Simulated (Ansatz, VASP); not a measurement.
# Cross-check of CdIr between VASP and Ansatz

Wanted: the spread between two codes on one cell, functional and k mesh. The cell is generated by rule, not measured, and may not be a known phase. The cell is taken from a series of VASP runs on this material, whose earlier steps may have relaxed, scaled or displaced it; both programs get it as it stands.

Program: Ansatz 0.2.0. Level of theory: plane waves, with VASP 6.6.1 beside it; band structure at PBE, single point at PBE and band structure at PBE, spin-orbit coupling. Results are calculated unless marked as measured.

### 1. Starting point

The structure is hexagonal, space group P6/mmm (No. 191). Conventional cell: a = 2.752 Å, b = 2.752 Å, c = 5.562 Å, α = 90.00°, β = 90.00°, γ = 120.00°. Nearest to Cd lie 6 Cd at 2.75 Å and 2 Ir at 2.78 Å. Ir has 6 Ir at 2.75 Å and 2 Cd at 2.78 Å nearest. Farther neighbours are not listed.

Coordinates:

```cif
data_structure
_symmetry_space_group_name_H-M 'P 1'
_symmetry_Int_Tables_number 1
_cell_length_a 2.7525
_cell_length_b 2.7525
_cell_length_c 5.5618
_cell_angle_alpha 90.000
_cell_angle_beta 90.000
_cell_angle_gamma 120.000
_cell_volume 36.49
loop_
_atom_site_label
_atom_site_type_symbol
_atom_site_fract_x
_atom_site_fract_y
_atom_site_fract_z
_atom_site_occupancy
Cd1 Cd 0.00000 0.00000 0.00000 1
Ir2 Ir 0.00000 0.00000 0.50000 1
```

### 2. Ansatz: band structure, PBE

Ansatz runs on its default PAW (the set named soft_2) files.

With cell and atoms fixed, the geometry can't cause a difference; cores, projectors, grids and the points listed under the comparison can.

The input, input.yaml:

```yaml
crystal:
  lattice:
    - [2.7524949481, 8.0e-10, 0.0]
    - [-1.3762474775, 2.3837305513, 0.0]
    - [0.0, 0.0, 5.5618264489]
  atoms:
    - { symbol: Cd, position: [0.0, 0.0, 0.0] }
    - { symbol: Ir, position: [0.0, 0.0, 0.5] }
hamiltonian:
  xc: pbe
  pseudopotentials: { kind: paw }
kpoints:
  mp_grid: { grid: [9, 9, 4] }
  band_path:
    path:
      - [0.0, 0.0, 0.0]
      - [0.13333, 0.0, 0.0]
      - [0.3, 0.0, 0.0]
      - [0.46667, 0.0, 0.0]
      - [0.46667, 0.06667, 0.0]
      - [0.41111, 0.17778, 0.0]
      - [0.35556, 0.28889, 0.0]
      - [0.28889, 0.28889, 0.0]
      - [0.17778, 0.17778, 0.0]
      - [0.06667, 0.06667, 0.0]
      - [0.0, 0.0, 0.03333]
      - [0.0, 0.0, 0.2]
      - [0.0, 0.0, 0.36667]
      - [0.0, 0.0, 0.5]
      - [0.16667, 0.0, 0.5]
      - [0.3, 0.0, 0.5]
      - [0.46667, 0.0, 0.5]
      - [0.46667, 0.06667, 0.5]
      - [0.41111, 0.17778, 0.5]
      - [0.35556, 0.28889, 0.5]
      - [0.28889, 0.28889, 0.5]
      - [0.17778, 0.17778, 0.5]
      - [0.06667, 0.06667, 0.5]
      - [0.5, 0.0, 0.46667]
      - [0.5, 0.0, 0.3]
      - [0.5, 0.0, 0.13333]
      - [0.33333, 0.33333, 0.0]
      - [0.33333, 0.33333, 0.16667]
      - [0.33333, 0.33333, 0.33333]
      - [0.33333, 0.33333, 0.5]
    npoints: 1
scf:
  occupations: { method: gaussian, width: 0.05 }
  n_extra_bands: 7
output:
  forces: true
  stress: true
  eigenvalues: true
```

Run with:

```bash
ansatz run input.yaml --threads 2 --pin off --max-ram 4608MiB --backend cpu --events-out ev --progress --plain --runs-dir out
```

Numbers of over 12 decimals in the logs are rounded to 6 here.

The program printed:

```text
Warning: crystal.lattice misses the space group found at crystal.symmetry.tolerance 1.0e-5 in a digit that the deck types, which is why this is a warning: making the lattice exact moves one of its numbers by a whole unit of that number's last typed decimal, or more. The operation that it misses by the most changes a squared length by the fraction 3.23e-9. The run uses the lattice that is a stretch of the typed one, with no rotation, onto the one that keeps every operation to a double's rounding (on a very oblique basis the stretch itself rounds by more); the deck's lattice vector that moved farthest moved by 2.29e-9 Å. [rest of the remark cut]
scf.n_extra_bands = 7 over 19 filled bands (N_el = 37.0): the run solves 26 bands
Engine: ansatz 0.2.0, x86_64-unknown-linux-gnu
Pseudopotentials: kind: paw
Pseudopotential: Cd, paw, valence charge 20, recommended cutoff 420 eV (normal), Cd.paw.azcp
Pseudopotential: Ir, paw, valence charge 17, recommended cutoff 420 eV (normal), Ir.paw.azcp
Functional definition: PBE
  parameter kappa = 0.804
  parameter beta = 0.066725
  exchange = pbe_x(kappa = kappa, mu = beta*pi^2/3)
  correlation = pbe_c(beta = beta)
Crystal: 2 atoms, lattice volume = 36.492 Å³
Basis set: ecut = 420 eV, 697 PW (Γ), exchange–correlation on 40×40×80 points (8 copies of the dense FFT grid, shifted against one another)
Bands: 26, of which v1, the nominal top of the filled ones, is band 19 counted from 1 (18 counted from 0)
Symmetry: 24 space group operations
Space group: P6/mmm (ITA 191), of the structure as read, at distance tolerance 3.3e-5 Å
k-points: 36 of 324
Non-local potential: Cd, projectors of the file, l = 0: 3, l = 1: 2, l = 2: 2, l = 3: 1
Non-local potential: Ir, projectors of the file, l = 0: 3, l = 1: 2, l = 2: 2, l = 3: 1
PAW form: soft (Blöchl's): semilocal exchange-correlation on the pseudo side does not see the compensation charge
PAW one-centre angular grid: Cd, 590 points (default); XC on 64 Gauss nodes
PAW one-centre angular grid: Ir, 590 points (default); XC on 64 Gauss nodes
Initial density: superposition of atomic densities (neutral atoms: chi_scale 0, normalization atom), corrected by the library's trained network
Initial wavefunctions: pseudopotential atomic-orbital guess
Functional: x = pbe(κ = 0.804, μ = 0.219515), c = pbe(β = 0.066725)
SCF iter   1: F=—  HF=-20188.704239 eV  |F-HF|=—  |Δ(HF+E_count)|=         —  Δρ=6.03e-3  dr2=1.39e-2  ethr=1.77e-3  ⟨swp⟩=5.7  Hψ=3822  notcnv=0  defer=7
preconditioner: auto → Kerker (q_TF=auto, 2.735 Å⁻¹)  [metal: Δε(μ)=0.024 eV  Ē_g=14.510 eV  σ=0.050 eV  W_gap=0.26  n_scr=10 (ndim 8)  ℏωp=28.2 eV  f_vac=0.000  D(μ)=4.03/eV (n_scr^D=48)]
SCF iter   2: F=—  HF=-20188.702805 eV  |F-HF|=—  |Δ(HF+E_count)|=   1.43e-3  Δρ=2.74e-3  dr2=3.45e-3  ethr=3.76e-5  ⟨swp⟩=1.3  Hψ=1234  notcnv=0  defer=28
SCF iter   3: F=—  HF=-20188.702057 eV  |F-HF|=—  |Δ(HF+E_count)|=   7.49e-4  Δρ=6.88e-4  dr2=2.55e-4  ethr=9.33e-6  ⟨swp⟩=2.1  Hψ=1102  notcnv=0  defer=28
SCF iter   4: F=—  HF=-20188.701983 eV  |F-HF|=—  |Δ(HF+E_count)|=   7.34e-5  Δρ=2.02e-4  dr2=1.20e-5  ethr=6.88e-7  ⟨swp⟩=2.2  Hψ=1121  notcnv=0  defer=28
SCF iter   5: F=—  HF=-20188.701990 eV  |F-HF|=—  |Δ(HF+E_count)|=   6.75e-6  Δρ=5.15e-5  dr2=9.48e-7  ethr=3.24e-8  ⟨swp⟩=2.4  Hψ=1365  notcnv=0  defer=28
SCF iter   6: F=-20188.701990 eV  HF=-20188.701990 eV  |F-HF|=1.06e-8  |Δ(HF+E_count)|=   8.15e-8  Δρ=1.41e-5  dr2=6.52e-8  ethr=2.70e-10  ⟨swp⟩=7.8  Hψ=4035  notcnv=0
SCF 1 converged in 6 iterations: F = -20188.701990 eV  dr2 = 6.52e-8
  greatest PAW one-centre occupation: 1.000 electrons in one spin orbital (limit 2), on the Cd atom at site 0 (counted from 0), in its partial waves of l = 0
NSCF: frozen V_eff on 30 k-points
SCF converged after 6 iterations
Free energy (F): -20188.701990 eV
Harris-Foulkes:  -20188.701990 eV  (|F-HF|=1.06e-8)
Internal energy: -20188.697824 eV  (E = F + TS)
E sigma→0 (E₀):  -20188.699907 eV
Entropy (-TS):   -0.004166 eV (-2.083 meV/atom)
Fermi energy:    17.908666 eV
--- Per-component energies (eV) ---
  E_band       = -524.313453
  E_kinetic    = 1126.128814
  E_local      = -4178.466400  (includes V_loc(G=0)·N_el)
  E_nonlocal   = 105.359584
  E_hartree    = 1856.461513
  E_xc         = -444.314025
  E_vxc        = -521.227289  (∫ρ·V_xc dr)
  E_paw        = -13304.816765  (= ΣΔE_a)
  E_vpaw       = -769.036010  (= ΣTr[D̂ρ^β])
  E_aug_tail   = 0.000061  (compensation charges beyond the density's cutoff)
  E_ewald      = -5349.050606
  E_smearing   = -0.004166  (= −TS)
  E_closure    = 0.000000  (closes the sum)
  Σ components = -20188.701990   (vs F -20188.701990, Δ=0.00e0)
--- Forces (eV/Å), atoms counted from 1 ---
  atom   1  Cd    -0.00000000     0.00000000     0.00000000
  atom   2  Ir     0.00000000     0.00000000     0.00000000
  max |Σ_I F_I| component: 8.22e-33 eV/Å
--- Stress (GPa, compression-positive) ---
       -0.154133      -0.000000       0.000000
       -0.000000      -0.154133       0.000000
        0.000000       0.000000      -0.240393
  P = ⅓ Tr σ = -0.1829 GPa (-1.829 kbar)
--- Band table (eV; the first three rows and the last of 36) ---
  k-point 0: bands = [... 15 lower, 15.6353, 15.6353, 15.6992, 18.3079, 18.3079, 18.7111, 29.4221, 32.8172, ... 3 higher]
  k-point 1: bands = [... 15 lower, 14.5970, 15.6338, 15.6338, 18.2785, 18.2785, 20.5996, 27.4024, 33.0508, ... 3 higher]
  k-point 2: bands = [... 15 lower, 13.9528, 15.6324, 15.6324, 18.2492, 18.2492, 23.2832, 24.5301, 33.6714, ... 3 higher]
  k-point 35: bands = [... 15 lower, 15.2723, 15.2723, 16.2919, 20.7804, 21.7235, 21.7235, 23.1155, 25.5696, ... 3 higher]
```

The job ended after 0.89 s (2 threads of Intel Xeon 6975P-C (Granite Rapids), shared host; peak memory 0.36 GiB; 1.4 s of CPU time).

### 3. VASP: band structure, PBE

The same cell, functional, mesh and smearing now go to VASP, with its own data sets and cutoff.

Lines of VASP's logs that name or quote its potential files are left out, and so is its time.

The input, INCAR:

```
SYSTEM = CdIr
PREC = Accurate
ENCUT = 400
EDIFF = 1E-06
NELM = 100
ISMEAR = 0
SIGMA = 0.05
LREAL = .FALSE.
ALGO = Normal
GGA = PE
LORBIT = 11
LWAVE = .FALSE.
LCHARG = .FALSE.
```

The input, POSCAR:

```
CdIr
1.0
    2.7524949481      0.0000000008      0.0000000000
   -1.3762474775      2.3837305513      0.0000000000
    0.0000000000      0.0000000000      5.5618264489
Cd Ir
1 1
Direct
    0.0000000000      0.0000000000      0.0000000000
    0.0000000000      0.0000000000      0.5000000000
```

The input, KPOINTS:

```
Automatic mesh
0
Gamma
9 9 4
0 0 0
```

The input, KPOINTS_OPT:

```
Line mode
16
Line-mode
Reciprocal
  0.00000000   0.00000000   0.00000000 GAMMA
  0.50000000   0.00000000   0.00000000 M

  0.50000000   0.00000000   0.00000000 M
  0.33333333   0.33333333   0.00000000 K

  0.33333333   0.33333333   0.00000000 K
  0.00000000   0.00000000   0.00000000 GAMMA

  0.00000000   0.00000000   0.00000000 GAMMA
  0.00000000   0.00000000   0.50000000 A

  0.00000000   0.00000000   0.50000000 A
  0.50000000   0.00000000   0.50000000 L

  0.50000000   0.00000000   0.50000000 L
  0.33333333   0.33333333   0.50000000 H

  0.33333333   0.33333333   0.50000000 H
  0.00000000   0.00000000   0.50000000 A

  0.50000000   0.00000000   0.50000000 L
  0.50000000   0.00000000   0.00000000 M

  0.33333333   0.33333333   0.00000000 K
  0.33333333   0.33333333   0.50000000 H
```

Potentials, in the order of the species: Cd and Ir (PBE family, release 64).

Run with:

```bash
mpirun -np 1 vasp_std
```

The program printed:

```text
[banner, memory and clock lines left out]
running    1 mpi-ranks, on    1 nodes
 distrk:  each k-point on    1 cores,    1 groups
 distr:  one band on    1 cores,    1 groups

 POSCAR found type information on POSCAR CdIr
 POSCAR found :  2 types and       2 ions
 LDA part: xc-table for (Slater+PW92), standard interpolation
 POSCAR, INCAR and KPOINTS ok, starting setup
 FFT: planning ... GRIDC
 FFT: planning ... GRID_SOFT
 FFT: planning ... GRID
 WAVECAR not read
 entering main loop
       N       E                     dE             d eps       ncg     rms          rms(c)
DAV:   1     0.139208124992E+03    0.13921E+03   -0.93493E+03  1032   0.119E+03
DAV:   2    -0.455899200774E+01   -0.14377E+03   -0.13777E+03  1014   0.354E+02
DAV:   3    -0.910877365536E+01   -0.45498E+01   -0.45083E+01  1188   0.697E+01
DAV:   4    -0.914015148239E+01   -0.31378E-01   -0.31366E-01  1044   0.546E+00
DAV:   5    -0.914068722460E+01   -0.53574E-03   -0.53573E-03  1242   0.666E-01    0.935E+00
DAV:   6    -0.862212177992E+01    0.51857E+00   -0.90063E-01  1164   0.136E+01    0.570E+00
DAV:   7    -0.854095556737E+01    0.81166E-01   -0.47269E-01  1040   0.680E+00    0.204E+00
DAV:   8    -0.852299145715E+01    0.17964E-01   -0.10990E-01  1214   0.290E+00    0.123E+00
DAV:   9    -0.851792792015E+01    0.50635E-02   -0.12568E-02  1184   0.154E+00    0.167E-01
DAV:  10    -0.851757629379E+01    0.35163E-03   -0.29177E-03  1266   0.409E-01    0.109E-01
DAV:  11    -0.851746260465E+01    0.11369E-03   -0.61378E-04  1198   0.257E-01    0.185E-02
DAV:  12    -0.851745878857E+01    0.38161E-05   -0.17996E-05  1134   0.483E-02    0.603E-03
DAV:  13    -0.851745886783E+01   -0.79265E-07   -0.88785E-07   616   0.104E-02
   1 F= -.85174589E+01 E0= -.85152940E+01  d E =-.432966E-02
 Start KPOINTS_OPT (optional k-point list driver)
k-point batch [1-36\144]
       N       E                     dE             ncg
DAV:   1     0.458045895147E+04   -0.18092E+05     1016
DAV:   2    -0.418451116992E+03   -0.49989E+04     1056
DAV:   3    -0.593080071159E+03   -0.17463E+03     1200
DAV:   4    -0.594634497269E+03   -0.15544E+01     1062
DAV:   5    -0.594668026210E+03   -0.33529E-01     1188
DAV:   6    -0.594669233763E+03   -0.12076E-02     1130
DAV:   7    -0.594669282562E+03   -0.48799E-04     1130
DAV:   8    -0.594669284922E+03   -0.23599E-05      660
DAV:   9    -0.594669285158E+03   -0.23605E-06      558
[...]
k-point batch [109-144\144]
       N       E                     dE             ncg
DAV:   1     0.442989604384E+04   -0.23494E+05     1040
DAV:   2    -0.330737221651E+03   -0.47606E+04     1062
DAV:   3    -0.487415451526E+03   -0.15668E+03     1158
DAV:   4    -0.488600012867E+03   -0.11846E+01     1026
DAV:   5    -0.488625235394E+03   -0.25223E-01     1110
DAV:   6    -0.488625863304E+03   -0.62791E-03     1074
DAV:   7    -0.488625887194E+03   -0.23890E-04     1136
DAV:   8    -0.488625887802E+03   -0.60785E-06      552
```

OUTCAR, selected parts (step 3):

```text
ion  position               nearest neighbor table
   1  0.000  0.000  0.000-   2 2.78   2 2.78
   2  0.000  0.000  0.500-   1 2.78   1 2.78

  LATTYP: Found a hexagonal cell.
 ALAT       =     2.7524949481
 C/A-ratio  =     2.0206491034

 Subroutine GETGRP returns: Found 24 space group operations
 (whereof 24 operations were pure point group operations)

The static configuration has the point symmetry D_6h.

 Found     36 irreducible k-points:

   k-points           NKPTS =     36   k-points in BZ     NKDIM =     36   number of bands    NBANDS=     14

   dimension x,y,z NGX =    18 NGY =   18 NGZ =   36
   dimension x,y,z NGXF=    36 NGYF=   36 NGZF=   72

   ENCUT  =  400.0 eV  29.40 Ry    5.42 a.u.   4.49  4.49  9.07*2*pi/ulx,y,z

   NELECT =      21.0000    total number of electrons

 k-points in reciprocal lattice and weights: Automatic mesh
   0.00000000  0.00000000  0.00000000       0.003
   0.11111111 -0.00000000  0.00000000       0.019
   0.22222222 -0.00000000  0.00000000       0.019
   0.33333333 -0.00000000  0.00000000       0.019
   0.44444444 -0.00000000  0.00000000       0.019
   0.11111111  0.11111111  0.00000000       0.019
   0.22222222  0.11111111  0.00000000       0.037
   0.33333333  0.11111111  0.00000000       0.037
   0.44444444  0.11111111  0.00000000       0.019
[...]
0.33333333  0.22222222  0.50000000       0.037
   0.33333333  0.33333333  0.50000000       0.006

 average (electrostatic) potential at core
       1 -37.3170       2 -53.0583

 E-fermi :   4.9879

 k-point     1 :       0.0000    0.0000    0.0000
  band No.  band energies     occupation
    ...
      6      -3.2699      2.00000
      7      -1.0528      2.00000
      8       2.6905      2.00000
      9       2.6905      2.00000
     10       2.7807      2.00000
     11       5.3838      0.00000
     12       5.3838      0.00000
     13       5.7832      0.00000
     14      16.7031      0.00000

 k-point     2 :       0.1111   -0.0000    0.0000
  band No.  band energies     occupation
    ...
      6      -3.3010      2.00000
      7      -0.6527      2.00000
      8       2.4309      2.00000
      9       2.7963      2.00000
     10       3.0585      2.00000
     11       5.2875      0.00000
     12       5.5156      0.00000
     13       5.8612      0.00000
     14      17.4373      0.00000

 k-point     3 :       0.2222   -0.0000    0.0000
  band No.  band energies     occupation
    ...
      6      -2.4754      2.00000
      7       0.2316      2.00000
      8       2.2407      2.00000
      9       2.5116      2.00000
     10       4.0843      2.00000
     11       5.0522      0.06874
     12       6.0852      0.00000
     13       6.2920      0.00000
     14      15.9105      0.00000

  Total        0.0044249      0.0044249      0.0016219     -0.0000000      0.0000000      0.0000000
  in kB        0.1942751      0.1942751      0.0712081     -0.0000000      0.0000000      0.0000000
  external PRESSURE =       0.1532527 kB  Pullay stress =       0.0000000 kB

  energy-cutoff  :      400.00
  volume of cell :       36.49
      direct lattice vectors                 reciprocal lattice vectors
     2.752494948  0.000000001  0.000000000     0.363306752  0.209755251  0.000000000
    -1.376247477  2.383730551  0.000000000    -0.000000000  0.419510502  0.000000000
     0.000000000  0.000000000  5.561826449     0.000000000  0.000000000  0.179797052

 POSITION                                       TOTAL-FORCE (eV/Angst)
 -----------------------------------------------------------------------------------
      0.00000      0.00000      0.00000         0.000000      0.000000      0.000000
      0.00000      0.00000      2.78091        -0.000000      0.000000      0.000000
 -----------------------------------------------------------------------------------
    total drift:                               -0.000000      0.000000      0.000000

  FREE ENERGIE OF THE ION-ELECTRON SYSTEM (eV)
  ---------------------------------------------------
  free  energy   TOTEN  =        -8.5174588678 eV

  energy  without entropy=       -8.5131292039  energy(sigma->0) =       -8.51529404

 total charge
# of ion       s       p       d       tot
------------------------------------------
    1        0.563   0.394   9.487  10.443
    2        0.649   0.467   6.915   8.032
--------------------------------------------------
tot          1.212   0.861  16.402  18.474

[... 3 further parts left out ...]
```

The run ends at a pressure of 0.02 GPa.

### 4. Comparison

Known differences besides the potentials themselves: the data sets hold 37 valence electrons in Ansatz (default PAW (the set named soft_2) files) and 21 in VASP; the cutoff is 420 eV in Ansatz and 400 eV in VASP; VASP leaves aspherical gradient terms in its spheres out (LASPH is not set), Ansatz keeps them. Total energies have different zeros and are not compared.

Both answers:

```tsv
quantity	Ansatz	VASP	difference
pressure (GPa)	-0.18	0.02	-0.20
pressure without Ansatz's Pulay correction (GPa)	-0.25	0.02	-0.27
```

Levels from 3 eV below to 2 eV above the Fermi level differ by 16 meV r.m.s. and 46 meV at most; each VASP level is matched to the nearest of Ansatz, which flatters the figure a little. Ansatz's pressure holds a Pulay correction of 0.07 GPa; VASP's holds none.

(Part 1 of 2 ends here.)

[Lines on the potential files, build, host, timing and source positions are cut from VASP's logs without a mark.]

[Logs are printed without paths, hosts, clocks, repeated set-up lines and the standing remarks that a program may print on its own settings, such as how far it seeks lower states.]

[Hosts, paths, dates, database ids (printed as entryN), source tags and the programs' standing remarks are cut or masked in the printed files.]
